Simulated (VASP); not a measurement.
All values below come from PBEsol GGA, VASP's PBE PAW potentials (set 64) (plane waves; VASP).

VASP ran on this input.

### POSCAR
```
VSe
1
    3.0473049184     0.0000000000    -0.0000000000
   -0.0000000000     3.0473049184    -0.0000000000
    0.0000000000    -0.0000000000     3.0473049184
V Se
1 1
Direct
  0.0000000000   0.0000000000   1.0000000000
  0.5000000000   0.5000000000   0.5000000000
```

KPOINTS:
```
K-points
0
gamma
  11 11 11
```

**INCAR**
```
SYSTEM = VSe
PREC = Accurate
ENCUT = 400
EDIFF = 1E-6
NELM = 100
ALGO = Normal
LREAL = .FALSE.
LASPH = .TRUE.
ISMEAR = 1
SIGMA = 0.1
GGA = PS
LMAXMIX = 4
LWAVE = .FALSE.
LCHARG = .FALSE.
IBRION = 2
ISIF = 3
NSW = 60
EDIFFG = -0.01
```

POTCAR, in this order: V_sv Se (PBE.64 set). Program: vasp_std.

**Question.** What will the output report for the number of irreducible k-points (NKPTS), number of bands (NBANDS), largest plane-wave count, number of space-group operations, FFT grid (NGX, NGY, NGZ)?

**Answer.** 
| Item | Result |
|---|---|
| number of irreducible k-points (NKPTS) | 56 |
| number of bands (NBANDS) | 13 |
| largest plane-wave count | 528 |
| number of space-group operations | 48 |
| FFT grid (NGX, NGY, NGZ) | 20 × 20 × 20 |

The structure was generated: VSe was put into the CsCl type type (Pm-3m), which need not be its known phase. This run relaxes it. Symmetry was kept, so distortions that lower it aren't found. The start is the result of an earlier pass. The run is not spin-polarised, so no magnetic state was tried. The electron count is odd and the run is not spin-polarised, which forces a metal.
